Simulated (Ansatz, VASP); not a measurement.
Two plane-wave programs on SrCa3

INCAR

```
PREC = Accurate
ENCUT = 520
EDIFF = 1E-7
ISMEAR = -1
SIGMA = 0.1
LREAL = False
LASPH = True
NELM = 100
ALGO = Normal
ISIF = 2
LWAVE = False
LCHARG = False
GGA = CA
NBANDS = 28
```

KPOINTS

```
Automatic mesh
0
Gamma
  4 4 4
```

Contents of POSCAR:

```
SrCa3
1.0
    0.0000000000      4.5178760000      4.5178760000
    4.5178760000      0.0000000000      4.5178760000
    4.5178760000      4.5178760000      0.0000000000
Sr Ca
1 3
Direct
    0.0000000000      0.0000000000      0.0000000000
    0.2500000000      0.2500000000      0.2500000000
    0.7500000000      0.7500000000      0.7500000000
    0.5000000000      0.5000000000      0.5000000000
```

Input for Ansatz:

```yaml
crystal:
  lattice:
    - [0.0, 4.517876, 4.517876]
    - [4.517876, 0.0, 4.517876]
    - [4.517876, 4.517876, 0.0]
  atoms:
    - { symbol: Sr, position: [0.0, 0.0, 0.0] }
    - { symbol: Ca, position: [0.25, 0.25, 0.25] }
    - { symbol: Ca, position: [0.75, 0.75, 0.75] }
    - { symbol: Ca, position: [0.5, 0.5, 0.5] }
kpoints:
  mp_grid:
    grid: [4, 4, 4]
    shift: [0.0, 0.0, 0.0]
hamiltonian:
  xc: lda
  pseudopotentials:
    kind: paw
scf:
  occupations:
    method: fermi_dirac
    width: 0.1
output:
  forces: true
  stress: true
  eigenvalues: true
```

The cell comes from a database or a generator and needn't be the stable form of this composition.

Alike in both runs: task single point; functional LDA; k mesh 4 × 4 × 4; occupations fermi-dirac, width 0.1 eV; no spin polarisation.

```csv
,VASP,Ansatz
version,VASP 6.6.1,Ansatz 0.2.0
potentials or method,"VASP PAW LDA potentials, release 64 (Sr_sv, Ca_sv)","plane waves, PAW"
plane-wave cutoff (eV),520,420
valence electrons in the cell,40,40
```

```tsv
	VASP	Ansatz	Ansatz less VASP
gap on the k mesh at the Fermi level (eV)	none	none	-
pressure (GPa)	-2.0	-1.9	+0.01
```

A gap of «none» marks a metal or a gap that the smearing closes.
